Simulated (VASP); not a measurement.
Given:

```yaml
crystal:
  lattice:
    - [-1.65265, 1.65265, 1.65265]
    - [1.65265, -1.65265, 1.65265]
    - [1.65265, 1.65265, -1.65265]
  atoms:
    - { symbol: Ta, position: [0.00000, 0.00000, 0.00000] }
```

All values below come from r2SCAN meta-GGA, VASP's PBE PAW potentials (set 64) (plane waves; VASP). Numerical set-up: PREC = Normal, EDIFF = 1E-5, 400 eV cut-off, 17×17×17 Γ-centred mesh, first-order Methfessel-Paxton smearing of 0.10 eV, potentials Ta_pv.

Unless said otherwise, spin-orbit coupling is left out, though it shifts the bands of the heavy elements here.

Task: Estimate the energy per atom (σ→0), band gap (on the k-mesh) with the smallest direct gap where there is one.

Result: 
- band gap (on the k-mesh): none (metal, semimetal or under 0.01 eV)
- energy per atom (σ→0): -48.580 eV/atom

The compound is Ta in the bcc structure. It was relaxed first.
